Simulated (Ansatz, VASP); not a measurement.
## One calculation of NaGeCl3, two programs

File INCAR:

```
ALGO     = Normal         # electronic algorithm
EDIFF    = 1E-6           # SCF threshold, eV
ENCUT    = 520            # plane-wave cutoff, eV
GGA      = PE             # functional
ISIF     = 2              # what is computed and relaxed
ISMEAR   = 0              # smearing method
LASPH    = T              # aspherical terms in the spheres
LCHARG   = F              # write CHGCAR
LREAL    = F              # projectors in reciprocal space
LWAVE    = F              # write WAVECAR
NBANDS   = 29             # bands
NELM     = 80             # most SCF steps
PREC     = Accurate       # precision mode
SIGMA    = 0.05           # smearing width, eV
```

File KPOINTS:

```
k-points
0
Gamma
  4 4 4
```

POSCAR

```
NaGeCl3
1.0
    5.0800000000      0.0000000000      0.0000000000
    0.0000000000      5.0800000000      0.0000000000
    0.0000000000      0.0000000000      5.0800000000
Na Ge Cl
1 1 3
Direct
    0.0000000000      0.0000000000      0.0000000000
    0.5000000000      0.5000000000      0.5000000000
    0.5000000000      0.5000000000      0.0000000000
    0.5000000000      0.0000000000      0.5000000000
    0.0000000000      0.5000000000      0.5000000000
```

Input for Ansatz:

```yaml
crystal:
  lattice:
    - [5.08, 0.0, 0.0]
    - [0.0, 5.08, 0.0]
    - [0.0, 0.0, 5.08]
  atoms:
    - { symbol: Na, position: [0.0, 0.0, 0.0] }
    - { symbol: Ge, position: [0.5, 0.5, 0.5] }
    - { symbol: Cl, position: [0.5, 0.5, 0.0] }
    - { symbol: Cl, position: [0.5, 0.0, 0.5] }
    - { symbol: Cl, position: [0.0, 0.5, 0.5] }
basis:
  ecutwfc: 420
kpoints:
  mp_grid: { grid: [4, 4, 4] }
hamiltonian:
  xc: pbe
scf:
  occupations: { method: gaussian, width: 0.05 }
output:
  forces: true
  stress: true
  eigenvalues: true
```

The cell comes from a database or a generator and needn't be the stable form of this composition.

Alike in both runs: task single point; functional PBE; k mesh 4 × 4 × 4; occupations gaussian, width 0.05 eV; no spin polarisation.

|  | VASP | Ansatz |
| --- | --- | --- |
| version | VASP 6.6.1 | Ansatz 0.2.0 |
| potentials or method | VASP PAW PBE potentials, release 64 (Na_pv, Ge_d, Cl) | scalar-relativistic, plane waves, PAW |
| plane-wave cutoff (eV) | 520 | 420 |
| valence electrons in the cell | 42 | 44 |

|  | VASP | Ansatz | Ansatz less VASP |
| --- | --- | --- | --- |
| gap on the k mesh at the Fermi level (eV) | 0.27 | 0.26 | -0.008 |
| least direct gap on the mesh (eV) | 0.27 | 0.26 | -0.008 |
| pressure (GPa) | 3.0 | 3.0 | +0.07 |

With one functional, cell and mesh, what is left measures potentials, basis and numerics. The two sets of potentials don't hold the same shells in valence.

A k mesh can miss the band edges.
